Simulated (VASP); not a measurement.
Here is the system:

```xyz
6
Lattice="4.8500 0.0000 0.0000 0.0000 4.8500 0.0000 0.0000 0.0000 4.8500" Properties=species:S:1:pos:R:3 pbc="T T T"
Ag     1.2125     1.2125     3.6375
Ag     1.2125     3.6375     1.2125
Ag     3.6375     3.6375     3.6375
Ag     3.6375     1.2125     1.2125
O      0.0000     0.0000     0.0000
O      2.4250     2.4250     2.4250
```

The numbers are results of PBE GGA, VASP's PBE PAW potentials (set 64) (plane waves; VASP), not measurements. Numerical set-up: 400 eV cut-off, 7×7×7 Γ-centred mesh, Gaussian smearing of 0.14 eV, potentials Ag O.

At this cut-off the stress carries a Pulay error, which pulls relaxed volumes low.

Task: Estimate the energy per atom (σ→0), pressure, band gap (on the k-mesh) with the smallest direct gap where there is one.

Result: 
| Quantity | Result |
|---|---|
| band gap (on the k-mesh) | none (metal, semimetal or under 0.01 eV) |
| energy per atom (σ→0) | -3.579 eV/atom |
| pressure | -3.72 GPa |

Total energies compare only between runs with the same potentials, cut-off and functional.

The structure comes from a computed database's Ag2O entry; how it stands against other phases isn't given here. The cell was not relaxed at this level.
